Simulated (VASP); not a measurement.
**Nb (Niobium): cell size and functional**

Aim: relax Nb (Niobium) at several levels of theory and compare the cells. The starting structure is a measured crystal structure from the Crystallography Open Database. The first relaxation on each setting starts from this cell expanded by 3 % in volume.

Calculated with VASP 6.6.1; Kohn-Sham DFT with plane waves and PAW; PBEsol, LDA, PBE, PBEsol + D3(BJ), r2SCAN, r2SCAN + rVV10, rev-vdW-DF2 and RPBE.

### 1. Starting point

The structure is cubic, space group Im-3m (No. 229). The conventional cell has a = 3.300 Å, b = 3.300 Å, c = 3.300 Å, α = 90.00°, β = 90.00°, γ = 90.00°. Nearest to Nb lie 8 Nb at 2.86 Å.

As a file:

```xyz
1
Lattice="-1.6502 1.6502 1.6502 1.6502 -1.6502 1.6502 1.6502 1.6502 -1.6502" Properties=species:S:1:pos:R:3 pbc="T T T"
Nb    0.0000    0.0000    0.0000
```

### 2. Relaxation with PBEsol

PBEsol restores the gradient expansion of exchange and is tuned for the cells of solids. This run starts from the cell of an earlier relaxation, which isn't shown; the restart sets up the plane waves anew.

Input file INCAR:

```
SYSTEM = Nb
PREC = Accurate
ENCUT = 450
EDIFF = 1E-06
NELM = 100
ISMEAR = 1
SIGMA = 0.15
LREAL = .FALSE.
ALGO = Normal
GGA = PS
NBANDS = 12
LORBIT = 11
LWAVE = .FALSE.
LCHARG = .FALSE.
KPAR = 4
IBRION = 2
NSW = 50
ISIF = 3
EDIFFG = -0.006
```

Input file POSCAR:

```
Nb
1.0
   -1.6346708363      1.6346708363      1.6346708363
    1.6346708363     -1.6346708363      1.6346708363
    1.6346708363      1.6346708363     -1.6346708363
Nb
1
Direct
    0.0000000000      0.0000000000      0.0000000000
```

Input file KPOINTS:

```
Automatic mesh
0
Gamma
18 18 18
0 0 0
```

The projector-augmented-wave data sets are Nb_sv (PBE family, release 64).

Run with:

```sh
$ mpirun -np 4 vasp_std
```

What it wrote:

```text
[banner, memory and clock lines left out]
running    4 mpi-ranks, on    1 nodes
 distrk:  each k-point on    1 cores,    4 groups
 distr:  one band on    1 cores,    1 groups

 POSCAR found type information on POSCAR Nb
 POSCAR found :  1 types and       1 ions
|                                                                             |
|               ----> ADVICE to this user running VASP <----                  |
|                                                                             |
|     You enforced a specific xc type in the INCAR file but a different       |
|     [... a line on the potential file left out ...]
|     I HOPE YOU KNOW WHAT YOU ARE DOING!                                     |
|                                                                             |

 LDA part: xc-table for (Slater+PW92), standard interpolation
 POSCAR, INCAR and KPOINTS ok, starting setup
 FFT: planning ... GRIDC
 FFT: planning ... GRID_SOFT
 FFT: planning ... GRID
 WAVECAR not read
 entering main loop
       N       E                     dE             d eps       ncg     rms          rms(c)
DAV:   1     0.104864132588E+03    0.10486E+03   -0.68128E+03  4712   0.978E+02
DAV:   2    -0.734129071846E+01   -0.11221E+03   -0.10815E+03  5184   0.363E+02
DAV:   3    -0.112085945639E+02   -0.38673E+01   -0.37166E+01  6756   0.586E+01
DAV:   4    -0.114135683244E+02   -0.20497E+00   -0.20412E+00  6272   0.121E+01
DAV:   5    -0.114211514317E+02   -0.75831E-02   -0.75798E-02  6912   0.198E+00    0.785E+00
DAV:   6    -0.109978901309E+02    0.42326E+00   -0.62055E-01  7492   0.969E+00    0.276E+00
DAV:   7    -0.109454181370E+02    0.52472E-01   -0.18616E-01  7740   0.521E+00    0.938E-01
DAV:   8    -0.109494603710E+02   -0.40422E-02   -0.11984E-02  5548   0.140E+00    0.488E-02
DAV:   9    -0.109495058111E+02   -0.45440E-04   -0.81915E-04  7596   0.271E-01    0.355E-02
DAV:  10    -0.109495188976E+02   -0.13087E-04   -0.18684E-05  5688   0.508E-02    0.135E-02
DAV:  11    -0.109495135803E+02    0.53173E-05   -0.44961E-06  6056   0.345E-02    0.285E-03
DAV:  12    -0.109495134278E+02    0.15247E-06   -0.14575E-07  3224   0.532E-03
   1 F= -.10949513E+02 E0= -.10949401E+02  d E =-.109495E+02
 curvature:   0.00 expect dE= 0.000E+00 dE for cont linesearch  0.000E+00
 trial: gam= 0.00000 g(F)=  0.223E-62 g(S)=  0.308E-04 ort = 0.000E+00 (trialstep = 0.100E+01)
 search vector abs. value=  0.308E-04
 bond charge predicted
       N       E                     dE             d eps       ncg     rms          rms(c)
DAV:   1    -0.109501260377E+02   -0.61246E-03   -0.17418E-02  6308   0.184E+00    0.208E-01
DAV:   2    -0.109495349809E+02    0.59106E-03   -0.13330E-03  6656   0.473E-01    0.601E-02
DAV:   3    -0.109494669489E+02    0.68032E-04   -0.48261E-04  8412   0.218E-01    0.370E-02
DAV:   4    -0.109494827598E+02   -0.15811E-04   -0.10974E-05  6200   0.340E-02    0.185E-02
DAV:   5    -0.109494973769E+02   -0.14617E-04   -0.33375E-05  7776   0.387E-02    0.836E-03
DAV:   6    -0.109494978991E+02   -0.52223E-06   -0.87947E-07  3740   0.122E-02
   2 F= -.10949498E+02 E0= -.10949390E+02  d E =0.155287E-04
 trial-energy change:    0.000016  1 .order    0.000015   -0.000031    0.000061
 step:   0.3344(harm=  0.3344)  dis= 0.00000  next Energy=   -10.949519 (dE=-0.515E-05)
 bond charge predicted
       N       E                     dE             d eps       ncg     rms          rms(c)
DAV:   1    -0.109497938956E+02   -0.29652E-03   -0.76841E-03  6244   0.123E+00    0.137E-01
DAV:   2    -0.109495406052E+02    0.25329E-03   -0.59188E-04  6624   0.315E-01    0.396E-02
DAV:   3    -0.109495102646E+02    0.30341E-04   -0.21506E-04  8432   0.146E-01    0.248E-02
DAV:   4    -0.109495141840E+02   -0.39193E-05   -0.47759E-06  6116   0.226E-02    0.126E-02
DAV:   5    -0.109495186268E+02   -0.44429E-05   -0.14888E-05  7772   0.260E-02    0.553E-03
DAV:   6    -0.109495180310E+02    0.59584E-06   -0.41508E-07  3292   0.825E-03
   3 F= -.10949518E+02 E0= -.10949408E+02  d E =-.460320E-05
 curvature:  -0.17 expect dE=-0.744E-08 dE for cont linesearch -0.744E-08
 trial: gam= 0.00000 g(F)=  0.117E-63 g(S)=  0.445E-07 ort =-0.117E-05 (trialstep = 0.867E+00)
 search vector abs. value=  0.446E-07
 reached required accuracy - stopping structural energy minimisation
```

Run time: 7.6 s. Hardware: 4 MPI ranks of Intel Xeon 6975P-C (Granite Rapids), shared host; peak memory 0.58 GiB; 28 s of CPU time.

Lines that name or quote the potential files are left out of all logs, and their timing lines are given in words.

From OUTCAR (step 2):

```text
ion  position               nearest neighbor table
   1  0.000  0.000  0.000-

  LATTYP: Found a body centered cubic cell.
 ALAT       =     3.2693416726

 Subroutine GETGRP returns: Found 48 space group operations
 (whereof 48 operations were pure point group operations)

The static configuration has the point symmetry O_h .

 Found    195 irreducible k-points:

   k-points           NKPTS =    195   k-points in BZ     NKDIM =    195   number of bands    NBANDS=     12

   dimension x,y,z NGX =    20 NGY =   20 NGZ =   20
   dimension x,y,z NGXF=    40 NGYF=   40 NGZF=   40

   ENCUT  =  450.0 eV  33.07 Ry    5.75 a.u.   4.90  4.90  4.90*2*pi/ulx,y,z

   NELECT =      13.0000    total number of electrons

 k-points in reciprocal lattice and weights: Automatic mesh
   0.00000000  0.00000000  0.00000000       0.000
   0.05555556  0.00000000  0.00000000       0.002
   0.11111111  0.00000000  0.00000000       0.002
   0.16666667  0.00000000  0.00000000       0.002
   0.22222222  0.00000000  0.00000000       0.002
   0.27777778  0.00000000  0.00000000       0.002
   0.33333333  0.00000000  0.00000000       0.002
   0.38888889  0.00000000  0.00000000       0.002
   0.44444444  0.00000000  0.00000000       0.002
[...]
0.50000000  0.50000000  0.44444444       0.002
   0.50000000  0.50000000  0.50000000       0.000

 average (electrostatic) potential at core
       1 -76.0965

 E-fermi :  11.4651

 k-point     1 :       0.0000    0.0000    0.0000
  band No.  band energies     occupation
      1     -42.7480      2.00000
      2     -17.9943      2.00000
      3     -17.9943      2.00000
      4     -17.9943      2.00000
      5       5.4628      2.00000
      6      11.8414     -0.00223
      7      11.8414     -0.00223
      8      11.8414     -0.00223
      9      14.8527      0.00000
     10      14.8527      0.00000
    ...

 k-point     2 :       0.0556    0.0000    0.0000
  band No.  band energies     occupation
      1     -42.7398      2.00000
      2     -18.0437      2.00000
      3     -18.0092      2.00000
      4     -17.9948      2.00000
      5       5.5959      2.00000
      6      11.7575     -0.01876
      7      11.8221     -0.00390
      8      11.9688     -0.00002
      9      14.7200      0.00000
     10      14.8522      0.00000
    ...

 k-point     3 :       0.1111    0.0000    0.0000
  band No.  band energies     occupation
      1     -42.7159      2.00000
      2     -18.1844      2.00000
      3     -18.0517      2.00000
      4     -17.9961      2.00000
      5       5.9771      2.00000
      6      11.5271      0.36192
      7      11.7408     -0.02604
      8      12.3472     -0.00000
      9      14.4387     -0.00000
     10      14.8580      0.00000
    ...

  Total        0.0005545      0.0005545      0.0005545      0.0000000     -0.0000000      0.0000000
  in kB        0.0508853      0.0508853      0.0508853      0.0000000     -0.0000000      0.0000000
  external PRESSURE =       0.0508853 kB  Pullay stress =       0.0000000 kB

  energy-cutoff  :      450.00
  volume of cell :       17.46
      direct lattice vectors                 reciprocal lattice vectors
    -1.634285984  1.634285984  1.634285984     0.000000000  0.305944005  0.305944005
     1.634285984 -1.634285984  1.634285984     0.305944005  0.000000000  0.305944005
     1.634285984  1.634285984 -1.634285984     0.305944005  0.305944005  0.000000000

 POSITION                                       TOTAL-FORCE (eV/Angst)
 -----------------------------------------------------------------------------------
     -0.00000      0.00000      0.00000        -0.000000      0.000000      0.000000
 -----------------------------------------------------------------------------------
    total drift:                                0.000000      0.000000      0.000000

  FREE ENERGIE OF THE ION-ELECTRON SYSTEM (eV)
  ---------------------------------------------------
  free  energy   TOTEN  =       -10.9495180310 eV

  energy  without entropy=      -10.9491865704  energy(sigma->0) =      -10.94940754

 reached required accuracy - stopping structural energy minimisation

 total charge
# of ion       s       p       d       tot
------------------------------------------
    1        2.227   5.999   2.548  10.774

[... 3 further parts left out ...]
```

This run has no spin polarisation. Its electron count is odd, so without a moment it is a metal by construction. The PAW data sets were made with PBE, which is usual practice but a small mismatch for other functionals. The run keeps the 48 symmetry operations of its start, so it cannot find a distortion of lower symmetry.

With PBEsol the relaxed cell holds 17.460 Å³ an atom, -2.87 % against the measured cell, with a = 3.269 Å.

### 3. Relaxation with LDA

LDA, the lowest rung, knows the local density alone. This run starts from the cell of an earlier relaxation, which isn't shown; the restart sets up the plane waves anew.

Changes to INCAR since step 2:

```diff
@@ -9,3 +9,3 @@
 ALGO = Normal
-GGA = PS
+GGA = CA
 NBANDS = 12
```

Input file POSCAR:

```
Nb
1.0
   -1.6227442947      1.6227442947      1.6227442947
    1.6227442947     -1.6227442947      1.6227442947
    1.6227442947      1.6227442947     -1.6227442947
Nb
1
Direct
    0.0000000000      0.0000000000      0.0000000000
```

KPOINTS is that of step 2.

PAW data sets: Nb_sv (LDA family, release 64).

Run with:

```sh
$ mpirun -np 4 vasp_std
```

What it wrote:

```text
[banner, memory and clock lines left out]
running    4 mpi-ranks, on    1 nodes
[...]
LDA part: xc-table for (Slater(with rela. corr.)+CA(PZ))
 , standard interpolation
 POSCAR, INCAR and KPOINTS ok, starting setup
[...]
entering main loop
       N       E                     dE             d eps       ncg     rms          rms(c)
DAV:   1     0.109629346745E+03    0.10963E+03   -0.66995E+03  4728   0.980E+02
DAV:   2    -0.702785392463E+01   -0.11666E+03   -0.11206E+03  5212   0.378E+02
DAV:   3    -0.114643029746E+02   -0.44364E+01   -0.42342E+01  7008   0.651E+01
DAV:   4    -0.116632512469E+02   -0.19895E+00   -0.19792E+00  6512   0.122E+01
[...]
DAV:  10    -0.112535872693E+02   -0.52795E-05   -0.16204E-05  6040   0.385E-02    0.198E-02
DAV:  11    -0.112535842454E+02    0.30239E-05   -0.68753E-06  6104   0.433E-02    0.301E-03
DAV:  12    -0.112535841835E+02    0.61841E-07   -0.10054E-07  3396   0.539E-03
   1 F= -.11253584E+02 E0= -.11253497E+02  d E =-.112536E+02
[...]
DAV:   4    -0.112535577532E+02   -0.12470E-04   -0.98820E-06  6404   0.314E-02    0.180E-02
DAV:   5    -0.112535689790E+02   -0.11226E-04   -0.31283E-05  8016   0.400E-02    0.784E-03
DAV:   6    -0.112535686652E+02    0.31378E-06   -0.80740E-07  3804   0.116E-02
   2 F= -.11253569E+02 E0= -.11253483E+02  d E =0.155183E-04
 trial-energy change:    0.000016  1 .order    0.000015   -0.000028    0.000058
 step:   0.3294(harm=  0.3294)  dis= 0.00000  next Energy=   -11.253589 (dE=-0.469E-05)
[...]
N       E                     dE             d eps       ncg     rms          rms(c)
DAV:   1    -0.112538511543E+02   -0.28218E-03   -0.74894E-03  6180   0.130E+00    0.137E-01
DAV:   2    -0.112536054572E+02    0.24570E-03   -0.55240E-04  7248   0.320E-01    0.379E-02
DAV:   3    -0.112535776738E+02    0.27783E-04   -0.19434E-04  8652   0.147E-01    0.244E-02
DAV:   4    -0.112535832804E+02   -0.56065E-05   -0.42382E-06  6240   0.211E-02    0.123E-02
DAV:   5    -0.112535884190E+02   -0.51387E-05   -0.14337E-05  7948   0.270E-02    0.530E-03
DAV:   6    -0.112535883022E+02    0.11683E-06   -0.37193E-07  3388   0.783E-03
   3 F= -.11253588E+02 E0= -.11253502E+02  d E =-.411870E-05
[...]
reached required accuracy - stopping structural energy minimisation
```

It took 7.4 s on 4 MPI ranks; peak memory 0.57 GiB.

From OUTCAR (step 3):

```text
  Total        0.0004471      0.0004471      0.0004471      0.0000000     -0.0000000      0.0000000
  in kB        0.0419343      0.0419343      0.0419343      0.0000000     -0.0000000      0.0000000
  external PRESSURE =       0.0419343 kB  Pullay stress =       0.0000000 kB

 POSITION                                       TOTAL-FORCE (eV/Angst)
 -----------------------------------------------------------------------------------
      0.00000      0.00000      0.00000         0.000000     -0.000000     -0.000000
 -----------------------------------------------------------------------------------
    total drift:                                0.000000     -0.000000      0.000000

  FREE ENERGIE OF THE ION-ELECTRON SYSTEM (eV)
  ---------------------------------------------------
  free  energy   TOTEN  =       -11.2535883022 eV

  energy  without entropy=      -11.2533279593  energy(sigma->0) =      -11.25350152

[... 2 parts as in an earlier step ...]

[... 2 further parts left out ...]
[key lines of the parts left out:]
E-fermi :  11.7455
```

With LDA the relaxed cell holds 17.081 Å³ an atom, -4.97 % against the measured cell, with a = 3.245 Å. That is -2.17 % from PBEsol.

### 4. Relaxation with PBE

PBE, the usual starting point, adds the gradient of the density.

Changes to INCAR since step 3:

```diff
@@ -9,3 +9,3 @@
 ALGO = Normal
-GGA = CA
+GGA = PE
 NBANDS = 12
```

Input file POSCAR:

```
Nb
1.0
   -1.6665396765      1.6665396765      1.6665396765
    1.6665396765     -1.6665396765      1.6665396765
    1.6665396765      1.6665396765     -1.6665396765
Nb
1
Direct
    0.0000000000      0.0000000000      0.0000000000
```

KPOINTS is that of step 3.

PAW data sets: Nb_sv (PBE family, release 64).

Run with:

```sh
$ mpirun -np 4 vasp_std
```

What it wrote:

```text
[banner, memory and clock lines left out]
running    4 mpi-ranks, on    1 nodes
[...]
LDA part: xc-table for (Slater+PW92), standard interpolation
 POSCAR, INCAR and KPOINTS ok, starting setup
[...]
entering main loop
       N       E                     dE             d eps       ncg     rms          rms(c)
DAV:   1     0.105106430268E+03    0.10511E+03   -0.66942E+03  4728   0.964E+02
DAV:   2    -0.651400514428E+01   -0.11162E+03   -0.10755E+03  5120   0.360E+02
DAV:   3    -0.104243551449E+02   -0.39104E+01   -0.37255E+01  6684   0.585E+01
DAV:   4    -0.106509459592E+02   -0.22659E+00   -0.22524E+00  6392   0.131E+01
[...]
DAV:  10    -0.102101763081E+02   -0.15478E-04   -0.24763E-05  5576   0.630E-02    0.115E-02
DAV:  11    -0.102101691401E+02    0.71680E-05   -0.36758E-06  6056   0.301E-02    0.218E-03
DAV:  12    -0.102101691111E+02    0.28994E-07   -0.14671E-07  3112   0.535E-03
   1 F= -.10210169E+02 E0= -.10209995E+02  d E =-.102102E+02
[... from here on, the cycles between the ionic steps are left out ...]
   2 F= -.10198423E+02 E0= -.10198318E+02  d E =0.117459E-01
   3 F= -.10215338E+02 E0= -.10215156E+02  d E =-.516878E-02
   4 F= -.10215338E+02 E0= -.10215157E+02  d E =-.516910E-02
[...]
reached required accuracy - stopping structural energy minimisation
```

Elapsed: 12 s, on 4 MPI ranks; peak memory 0.6 GiB.

Parts of OUTCAR (step 4):

```text
  Total        0.0022643      0.0022643      0.0022643     -0.0000000     -0.0000000      0.0000000
  in kB        0.2005870      0.2005870      0.2005870     -0.0000000     -0.0000000      0.0000000
  external PRESSURE =       0.2005870 kB  Pullay stress =       0.0000000 kB

 POSITION                                       TOTAL-FORCE (eV/Angst)
 -----------------------------------------------------------------------------------
      1.65358      1.65358     -1.65358        -0.000000     -0.000000      0.000000
 -----------------------------------------------------------------------------------
    total drift:                                0.000000      0.000000     -0.000000

  FREE ENERGIE OF THE ION-ELECTRON SYSTEM (eV)
  ---------------------------------------------------
  free  energy   TOTEN  =       -10.2153382141 eV

  energy  without entropy=      -10.2147943022  energy(sigma->0) =      -10.21515691

[... 2 parts as in an earlier step ...]

[... 2 further parts left out ...]
[key lines of the parts left out:]
E-fermi :  11.0988
```

With PBE the relaxed cell holds 18.086 Å³ an atom, +0.62 % against the measured cell, with a = 3.307 Å. That is +3.58 % from PBEsol.

(Continued in part 2 of 3.)

[Lines on the potential files, build, host, timing and source positions are cut from VASP's logs without a mark.]

[Logs are printed without paths, hosts, clocks, repeated set-up lines and the standing remarks that a program may print on its own settings, such as how far it seeks lower states.]

[Hosts, paths, dates, database ids (printed as entryN), source tags and the programs' standing remarks are cut or masked in the printed files.]
